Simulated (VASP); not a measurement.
# Na3BrO (Pm-3m): formation energy of the defect Br_i (6-fold void), part 3 of 9

How easily does the defect Br_i (6-fold void) form in Na3BrO (Pm-3m)? The host is relaxed first, then a supercell is run with and without the defect. The start is a computed cell from the Materials Project.

VASP 6.6.1, plane waves and PAW; the level of theory is named at each step.

So far. Step 2 (Relaxing the host crystal): The run ended after 3 ionic steps, 0.002 eV below its first step, once forces and stress met EDIFFG = -0.02. The relaxed cell has a = 4.510 Å (conventional setting).

## 3. Screening in the host (continued)

Level of this step: PBEsol; plane waves and PAW (Na, Br, O) (VASP).

From OUTCAR (step 3):

```text
  LATTYP: Found a simple cubic cell.
 ALAT       =     4.5097260779

The static configuration has the point symmetry O_h .

 Found     10 irreducible k-points:

   dimension x,y,z NGX =    30 NGY =   30 NGZ =   30
   dimension x,y,z NGXF=    60 NGYF=   60 NGZF=   60

   ENCUT  =  400.0 eV  29.40 Ry    5.42 a.u.   7.35  7.35  7.35*2*pi/ulx,y,z

   NELECT =      16.0000    total number of electrons

  Total       -0.6458341     -0.6458341     -0.6458341      0.0000000      0.0000000      0.0000000
  in kB      -11.2818700    -11.2818700    -11.2818700      0.0000000      0.0000000      0.0000000
  external PRESSURE =     -11.2818700 kB  Pullay stress =       0.0000000 kB

  energy-cutoff  :      400.00
  volume of cell :       91.72
      direct lattice vectors                 reciprocal lattice vectors
     4.509726078  0.000000000  0.000000000     0.221742958  0.000000000  0.000000000
     0.000000000  4.509726078  0.000000000     0.000000000  0.221742958  0.000000000
     0.000000000  0.000000000  4.509726078     0.000000000  0.000000000  0.221742958

 POSITION                                       TOTAL-FORCE (eV/Angst)
 -----------------------------------------------------------------------------------
      0.00000      2.25486      2.25486         0.000000      0.000000      0.000000
      2.25486      0.00000      2.25486         0.000000      0.000000      0.000000
      2.25486      2.25486      0.00000         0.000000      0.000000      0.000000
      0.00000      0.00000      0.00000         0.000000      0.000000      0.000000
      2.25486      2.25486      2.25486         0.000000      0.000000      0.000000
 -----------------------------------------------------------------------------------
    total drift:                                0.000000      0.000000      0.000000

 MACROSCOPIC STATIC DIELECTRIC TENSOR (including local field effects in DFT)
 ------------------------------------------------------
           3.200458     0.000000    -0.000000
           0.000000     3.200458     0.000000
          -0.000000    -0.000000     3.200458
 ------------------------------------------------------

 PIEZOELECTRIC TENSOR (including local field effects)  for field in x, y, z        (C/m^2)
          XX          YY          ZZ          XY          YZ          ZX
  --------------------------------------------------------------------------------
  x     0.00000     0.00000     0.00000     0.00000     0.00000     0.00000
  y     0.00000     0.00000     0.00000     0.00000     0.00000     0.00000
  z     0.00000     0.00000     0.00000     0.00000     0.00000     0.00000

 BORN EFFECTIVE CHARGES (including local field effects) (in |e|, cummulative output)
 ---------------------------------------------------------------------------------
 ion    1
    1     0.79471     0.00000     0.00000
    2    -0.00000     1.12957    -0.00000
    3     0.00000     0.00000     1.12957
 ion    2
    1     1.12957    -0.00000     0.00000
    2     0.00000     0.79471     0.00000
    3     0.00000    -0.00000     1.12957
 ion    3
    1     1.12957     0.00000     0.00000
    2    -0.00000     1.12957     0.00000
    3    -0.00000    -0.00000     0.79471
 ion    4
    1    -1.19772     0.00000    -0.00000
    2     0.00000    -1.19772    -0.00000
    3     0.00000     0.00000    -1.19772
 ion    5
    1    -1.85613     0.00000     0.00000
    2    -0.00000    -1.85613     0.00000
    3    -0.00000     0.00000    -1.85613

 Eigenvectors and eigenvalues of the dynamical matrix
 ----------------------------------------------------

   1 f  =   11.405474 THz    71.662705 2PiTHz  380.445652 cm-1    47.169228 meV
             X         Y         Z           dx          dy          dz
      0.000000  2.254863  2.254863    -0.532340   -0.001461   -0.000000
      2.254863  0.000000  2.254863     0.002570    0.302599   -0.000000
      2.254863  2.254863  0.000000     0.002570   -0.001461    0.000000
      0.000000  0.000000  0.000000    -0.025409    0.014443   -0.000000
      2.254863  2.254863  2.254863     0.686839   -0.390421    0.000000

   2 f  =   11.405474 THz    71.662705 2PiTHz  380.445652 cm-1    47.169228 meV
             X         Y         Z           dx          dy          dz
      0.000000  2.254863  2.254863    -0.302599    0.002570    0.000000
      2.254863  0.000000  2.254863     0.001461   -0.532340   -0.000000
      2.254863  2.254863  0.000000     0.001461    0.002570    0.000000
      0.000000  0.000000  0.000000    -0.014443   -0.025409   -0.000000
      2.254863  2.254863  2.254863     0.390421    0.686839    0.000000

   3 f  =   11.405474 THz    71.662705 2PiTHz  380.445652 cm-1    47.169228 meV
             X         Y         Z           dx          dy          dz
      0.000000  2.254863  2.254863     0.000000    0.000000    0.002956
      2.254863  0.000000  2.254863     0.000000    0.000000    0.002956
      2.254863  2.254863  0.000000     0.000000    0.000000   -0.612333
      0.000000  0.000000  0.000000     0.000000    0.000000   -0.029227
      2.254863  2.254863  2.254863    -0.000000   -0.000000    0.790048

   4 f  =    6.503239 THz    40.861057 2PiTHz  216.924708 cm-1    26.895224 meV
             X         Y         Z           dx          dy          dz
      0.000000  2.254863  2.254863    -0.148470   -0.420078   -0.007669
[...]
0.000000  2.254863  2.254863     0.010081   -0.009623    0.432515
      2.254863  0.000000  2.254863    -0.007019    0.013821    0.432515
      2.254863  2.254863  0.000000    -0.007019   -0.009623   -0.621166
      0.000000  0.000000  0.000000    -0.001398   -0.001917    0.086163
      2.254863  2.254863  2.254863     0.007814    0.010713   -0.481489

   7 f  =    3.480549 THz    21.868937 2PiTHz  116.098630 cm-1    14.394389 meV
             X         Y         Z           dx          dy          dz
      0.000000  2.254863  2.254863    -0.000000    0.201538   -0.677012
      2.254863  0.000000  2.254863     0.032213   -0.000000    0.677012
      2.254863  2.254863  0.000000    -0.032213   -0.201538   -0.000000
      0.000000  0.000000  0.000000    -0.000000    0.000000    0.000000
      2.254863  2.254863  2.254863    -0.000000   -0.000000   -0.000000

   8 f  =    3.480549 THz    21.868937 2PiTHz  116.098630 cm-1    14.394389 meV
             X         Y         Z           dx          dy          dz
      0.000000  2.254863  2.254863     0.000000    0.113226    0.000495
      2.254863  0.000000  2.254863    -0.697983    0.000000   -0.000495
      2.254863  2.254863  0.000000     0.697983   -0.113226    0.000000
      0.000000  0.000000  0.000000    -0.000000   -0.000000   -0.000000
      2.254863  2.254863  2.254863     0.000000    0.000000    0.000000

   9 f  =    3.480549 THz    21.868937 2PiTHz  116.098630 cm-1    14.394389 meV
             X         Y         Z           dx          dy          dz
      0.000000  2.254863  2.254863     0.000000   -0.668253   -0.204095
      2.254863  0.000000  2.254863    -0.108548    0.000000    0.204095
      2.254863  2.254863  0.000000     0.108548    0.668253   -0.000000
      0.000000  0.000000  0.000000    -0.000000    0.000000    0.000000
      2.254863  2.254863  2.254863     0.000000    0.000000   -0.000000

  10 f  =    2.676627 THz    16.817744 2PiTHz   89.282668 cm-1    11.069635 meV
             X         Y         Z           dx          dy          dz
      0.000000  2.254863  2.254863     0.034176   -0.414092   -0.020047
      2.254863  0.000000  2.254863     0.045191   -0.313164   -0.020047
      2.254863  2.254863  0.000000     0.045191   -0.414092   -0.015161
      0.000000  0.000000  0.000000    -0.077119    0.706652    0.034210
      2.254863  2.254863  2.254863     0.023298   -0.213480   -0.010335

  11 f  =    2.676627 THz    16.817744 2PiTHz   89.282668 cm-1    11.069635 meV
             X         Y         Z           dx          dy          dz
      0.000000  2.254863  2.254863     0.311066    0.047307   -0.049956
      2.254863  0.000000  2.254863     0.411318    0.035776   -0.049956
      2.254863  2.254863  0.000000     0.411318    0.047307   -0.037780
      0.000000  0.000000  0.000000    -0.701919   -0.080729    0.085251
      2.254863  2.254863  2.254863     0.212050    0.024388   -0.025754

  12 f  =    2.676627 THz    16.817744 2PiTHz   89.282668 cm-1    11.069635 meV
             X         Y         Z           dx          dy          dz
      0.000000  2.254863  2.254863    -0.039233    0.014359   -0.413544
      2.254863  0.000000  2.254863    -0.051878    0.010859   -0.413544
      2.254863  2.254863  0.000000    -0.051878    0.014359   -0.312749
      0.000000  0.000000  0.000000     0.088530   -0.024503    0.705717
      2.254863  2.254863  2.254863    -0.026745    0.007403   -0.213197

  13 f/i=    0.010547 THz     0.066272 2PiTHz    0.351825 cm-1     0.043621 meV
             X         Y         Z           dx          dy          dz
      0.000000  2.254863  2.254863    -0.333141   -0.168036    0.010120
      2.254863  0.000000  2.254863    -0.332453   -0.168384    0.010120
      2.254863  2.254863  0.000000    -0.332453   -0.168036    0.010141
      0.000000  0.000000  0.000000    -0.621463   -0.314114    0.018917
      2.254863  2.254863  2.254863    -0.278706   -0.140870    0.008484

  14 f/i=    0.010547 THz     0.066272 2PiTHz    0.351825 cm-1     0.043621 meV
             X         Y         Z           dx          dy          dz
      0.000000  2.254863  2.254863     0.007833   -0.037788   -0.370641
      2.254863  0.000000  2.254863     0.007817   -0.037866   -0.370641
      2.254863  2.254863  0.000000     0.007817   -0.037788   -0.371407
      0.000000  0.000000  0.000000     0.014613   -0.070638   -0.692848
      2.254863  2.254863  2.254863     0.006553   -0.031679   -0.310720

  15 f/i=    0.010547 THz     0.066272 2PiTHz    0.351825 cm-1     0.043621 meV
             X         Y         Z           dx          dy          dz
      0.000000  2.254863  2.254863    -0.168507    0.330454   -0.037237
      2.254863  0.000000  2.254863    -0.168159    0.331137   -0.037237
      2.254863  2.254863  0.000000    -0.168159    0.330454   -0.037314
      0.000000  0.000000  0.000000    -0.314343    0.617725   -0.069608
      2.254863  2.254863  2.254863    -0.140973    0.277030   -0.031217

 MACROSCOPIC STATIC DIELECTRIC TENSOR IONIC CONTRIBUTION
 ------------------------------------------------------
           5.942016    -0.000000    -0.000000
          -0.000000     5.942016    -0.000000
          -0.000000    -0.000000     5.942016
 ------------------------------------------------------

 ELASTIC MODULI CONTR FROM IONIC RELAXATION (kBar)
 Direction    XX          YY          ZZ          XY          YZ          ZX
 --------------------------------------------------------------------------------
 XX           0.0000      0.0000      0.0000      0.0000      0.0000      0.0000
 YY           0.0000      0.0000      0.0000      0.0000      0.0000      0.0000
 ZZ           0.0000      0.0000      0.0000      0.0000      0.0000      0.0000
 XY           0.0000      0.0000      0.0000      0.0000      0.0000      0.0000
 YZ           0.0000      0.0000      0.0000      0.0000      0.0000      0.0000
 ZX           0.0000      0.0000      0.0000      0.0000      0.0000      0.0000
 --------------------------------------------------------------------------------

 PIEZOELECTRIC TENSOR IONIC CONTR  for field in x, y, z        (C/m^2)
          XX          YY          ZZ          XY          YZ          ZX
  --------------------------------------------------------------------------------
  x     0.00000     0.00000     0.00000     0.00000     0.00000     0.00000
  y     0.00000     0.00000     0.00000     0.00000     0.00000     0.00000
  z     0.00000     0.00000     0.00000     0.00000     0.00000     0.00000

[... 2 parts as in an earlier step ...]

[... 3 further parts left out ...]
```

CONTCAR:

```
Na3BrO
   1.00000000000000
     4.5097260778999999    0.0000000000000000    0.0000000000000000
     0.0000000000000000    4.5097260778999999    0.0000000000000000
     0.0000000000000000    0.0000000000000000    4.5097260778999999
  Na              Br              O
     3     1     1
Direct
     0.0000000000000000    0.5000000000000000    0.5000000000000000
     0.5000000000000000    0.0000000000000000    0.5000000000000000
     0.5000000000000000    0.5000000000000000    0.0000000000000000
     0.0000000000000000    0.0000000000000000    0.0000000000000000
     0.5000000000000000    0.5000000000000000    0.5000000000000000
```

Energies printed during the response cycles are not total energies of the cell. The dielectric response converges more slowly with the mesh than energies do, so tensor and charges may still move on a finer one.

Numbers from this step:

```yaml
pressure_of_the_cell: -1.128 GPa
largest_force_of_the_cell: 0 eV/Å
fermi_energy: 1.628 eV
gap_on_the_k_mesh: 1.987 eV
least_direct_gap_on_the_k_mesh: 1.987 eV
```

Electronic dielectric tensor with local fields:

```
3.20 0.00 0.00
0.00 3.20 0.00
0.00 0.00 3.20
```

Ionic part of the static dielectric tensor:

```
5.94 0.00 0.00
0.00 5.94 0.00
0.00 0.00 5.94
```

Born effective charge (e), principal values of the symmetric part by kind of site:

```tsv
atom	atoms with these values	low	middle	high	mean
Na1	3	0.79	1.13	1.13	1.02
Br4	1	-1.20	-1.20	-1.20	-1.20
O5	1	-1.86	-1.86	-1.86	-1.86
```

In full for Na1:

```
0.79 0.00 0.00
0.00 1.13 0.00
0.00 0.00 1.13
```

Infrared lines, with heights relative to the strongest:

```tsv
position (cm⁻¹)	lines merged	squared mode dipole, relative
89	3	28
116	3	0.0
217	3	46
380	3	100
```

The electrons screen with a mean of 3.20 and the ions add 5.94; the sum enters the correction.

(Part 3 of 9 ends here.)

[Lines on the potential files, build, host, timing and source positions are cut from VASP's logs without a mark.]

[Logs are printed without paths, hosts, clocks, repeated set-up lines and the standing remarks that a program may print on its own settings, such as how far it seeks lower states.]

[Hosts, paths, dates, database ids (printed as entryN), source tags and the programs' standing remarks are cut or masked in the printed files.]

[In band tables of VASP the shares of atoms and orbitals are scaled to a sum of 1 inside the atoms' spheres.]

[Runs that stopped without an error message from VASP are left out.]
